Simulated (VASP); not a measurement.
An input for Ansatz (written as the equivalent of a VASP run, and not itself run):

Ansatz 0.2 input:
```yaml
crystal:
  lattice:
    - [3.4715649, 0.0000000, 0.0000000]
    - [-1.7357824, 3.0064637, 0.0000000]
    - [0.0000000, 0.0000000, 6.9794248]
  atoms:
    - { symbol: Pd, position: [0.3333330, 0.6666670, 0.0201710] }
    - { symbol: Pd, position: [0.6666670, 0.3333330, 0.5201710] }
    - { symbol: S, position: [0.3333330, 0.6666670, 0.3548290] }
    - { symbol: S, position: [0.6666670, 0.3333330, 0.8548290] }
kpoints:
  mp_grid: { grid: [9, 9, 4] }
hamiltonian:
  xc: pbesol
  pseudopotentials: { kind: paw }
scf:
  occupations: { method: methfessel_paxton, width: 0.1 }
  max_iter: 100
relax:
  max_steps: 60
  f_tol: 0.02
  cell: {}
output: { forces: true, stress: true, eigenvalues: true }
```

Question: Translate this input to VASP (INCAR, KPOINTS, POSCAR, choice of POTCAR).

Answer: This is not unique; one that fits is 
**POSCAR**
```
PdS
1
    3.4715648831    -0.0000000000    -0.0000000000
   -1.7357824415     3.0064636742    -0.0000000000
    0.0000000000     0.0000000000     6.9794247853
Pd S
2 2
Direct
  0.3333330000   0.6666670000   0.0201709928
  0.6666670000   0.3333330000   0.5201709928
  0.3333330000   0.6666670000   0.3548290072
  0.6666670000   0.3333330000   0.8548290072
```

### KPOINTS
```
Automatic mesh
0
Gamma
9 9 4
0 0 0
```

INCAR:
```
SYSTEM = PdS
PREC = Accurate
ENCUT = 400
EDIFF = 1E-6
NELM = 100
ALGO = Normal
LREAL = .FALSE.
LASPH = .TRUE.
ISMEAR = 1
SIGMA = 0.1
GGA = PS
LMAXMIX = 4
LWAVE = .FALSE.
LCHARG = .FALSE.
IBRION = 2
ISIF = 3
NSW = 60
EDIFFG = -0.02
```

POTCAR, in this order: Pd S (PBE.64 set). Program: vasp_std.

The two are equivalent in intent, not identical: each code has its own PAW files, so the cut-off isn't converted (ENCUT is set for VASP's; basis.ecutwfc is left out, and Ansatz then takes the one that its files recommend); Ansatz stops its SCF on the density residual and VASP on the energy change (EDIFF).

The structure was generated: PdS was put into the wurtzite type (P6_3mc), which need not be its known phase. This run relaxes it. Symmetry was kept, so distortions that lower it aren't found. The start is the result of an earlier pass.
